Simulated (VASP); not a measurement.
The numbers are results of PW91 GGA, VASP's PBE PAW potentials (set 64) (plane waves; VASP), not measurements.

The input files of a VASP run:

**POSCAR**
```
ZnSe
1
    0.0000000000     2.8094783062     2.8094783062
    2.8094783062     0.0000000000     2.8094783062
    2.8094783062     2.8094783062     0.0000000000
Zn Se
1 1
Direct
  0.0000000000   1.0000000000   1.0000000000
  0.2500000000   0.2500000000   0.2500000000
```

### INCAR
```
ALGO = Normal
EDIFF = 1E-7
ENCUT = 520
GGA = 91
ISIF = 2
ISMEAR = 0
LASPH = .TRUE.
LCHARG = .FALSE.
LMAXMIX = 4
LREAL = .FALSE.
LWAVE = .FALSE.
NELM = 100
PREC = Accurate
SIGMA = 0.05
SYSTEM = ZnSe
```

### KPOINTS
```
Automatic mesh
0
Gamma
8 8 8
0 0 0
```

POTCAR, in this order: Zn Se (PBE.64 set). Program: vasp_std.

The resulting files:

**OSZICAR**
```
       N       E                     dE             d eps       ncg     rms          rms(c)
DAV:   1     0.892672914113E+02    0.89267E+02   -0.93015E+03   754   0.162E+03
DAV:   2    -0.222975405558E+00   -0.89490E+02   -0.85007E+02   794   0.281E+02
DAV:   3    -0.627652362964E+01   -0.60535E+01   -0.60250E+01   939   0.723E+01
DAV:   4    -0.633632256261E+01   -0.59799E-01   -0.59786E-01   799   0.768E+00
DAV:   5    -0.633664952615E+01   -0.32696E-03   -0.32695E-03   919   0.546E-01    0.519E+00
DAV:   6    -0.606105823192E+01    0.27559E+00   -0.71703E-01  1063   0.303E+01    0.389E+00
DAV:   7    -0.604329258403E+01    0.17766E-01   -0.20126E-01   819   0.457E+00    0.163E+00
DAV:   8    -0.604297784292E+01    0.31474E-03   -0.40895E-03  1009   0.697E-01    0.483E-01
DAV:   9    -0.604307329730E+01   -0.95454E-04   -0.10466E-03   839   0.309E-01    0.678E-02
DAV:  10    -0.604314557343E+01   -0.72276E-04   -0.13676E-04   873   0.118E-01    0.187E-02
DAV:  11    -0.604315343086E+01   -0.78574E-05   -0.27756E-05   882   0.640E-02    0.543E-03
DAV:  12    -0.604315443243E+01   -0.10016E-05   -0.39847E-06   844   0.172E-02    0.377E-03
DAV:  13    -0.604315437266E+01    0.59771E-07   -0.46934E-07   834   0.683E-03
   1 F= -.60431544E+01 E0= -.60431544E+01  d E =-.132469E-16
```

File OUTCAR:
```
------------------------ aborting loop because EDIFF is reached ----------------------------------------
  FORCE on cell =-STRESS in cart. coord.  units (eV):
  Direction    XX          YY          ZZ          XY          YZ          ZX
  --------------------------------------------------------------------------------------
  Total        1.1337417      1.1337417      1.1337417      0.0000000      0.0000000     -0.0000000
  in kB       40.9560103     40.9560103     40.9560103      0.0000000      0.0000000     -0.0000000
  external PRESSURE =      40.9560103 kB  Pullay stress =       0.0000000 kB
  volume of cell :       44.35
      direct lattice vectors                 reciprocal lattice vectors
     0.000000000  2.809478306  2.809478306    -0.177968984  0.177968984  0.177968984
     2.809478306  0.000000000  2.809478306     0.177968984 -0.177968984  0.177968984
     2.809478306  2.809478306  0.000000000     0.177968984  0.177968984 -0.177968984
  FREE ENERGIE OF THE ION-ELECTRON SYSTEM (eV)
  ---------------------------------------------------
  free  energy   TOTEN  =        -6.0431543727 eV

  energy  without entropy=       -6.0431543727  energy(sigma->0) =       -6.04315437
```
(Selected blocks of OUTCAR.)

**OUTCAR**
```
 val. band max:        1.7818495316   @ k =   0.0000   0.0000   0.0000

 cond. band min:       3.1690477251   @ k =   0.0000   0.0000   0.0000


 Fermi energy:         2.0564169964

 k-point     1 :       0.0000    0.0000    0.0000
  band No.  band energies     occupation
      1     -11.6325      2.00000
      2      -4.9033      2.00000
      3      -4.9033      2.00000
      4      -4.9033      2.00000
      5      -4.5131      2.00000
      6      -4.5131      2.00000
      7       1.7818      2.00000
      8       1.7818      2.00000
      9       1.7818      2.00000
     10       3.1690      0.00000
     11       7.5698      0.00000
     12       7.5698      0.00000
     13       7.5698      0.00000

 k-point     2 :       0.1250    0.0000    0.0000
  band No.  band energies     occupation
      1     -11.5266      2.00000
      2      -4.8973      2.00000
      3      -4.8866      2.00000
      4      -4.8866      2.00000
      5      -4.5147      2.00000
      6      -4.5147      2.00000
      7       0.4447      2.00000
      8       1.6224      2.00000
      9       1.6224      2.00000
     10       4.1483      0.00000
     11       7.5320      0.00000
     12       7.8323      0.00000
     13       7.8323      0.00000

 k-point     3 :       0.2500    0.0000    0.0000
  band No.  band energies     occupation
      1     -11.2510      2.00000
      2      -4.8499      2.00000
      3      -4.8499      2.00000
      4      -4.8430      2.00000
      5      -4.5132      2.00000
      6      -4.5132      2.00000
      7      -1.3359      2.00000
      8       1.2832      2.00000
      9       1.2832      2.00000
     10       4.5899      0.00000
     11       8.2184      0.00000
     12       8.2184      0.00000
     13       8.4158      0.00000

 k-point     4 :       0.3750    0.0000    0.0000
  band No.  band energies     occupation
      1     -10.9398      2.00000
      2      -4.8206      2.00000
      3      -4.8206      2.00000
...
```

The compound is ZnSe in the zinc blende structure. This cell is one point of a volume scan, at 0.94 of the reference volume.
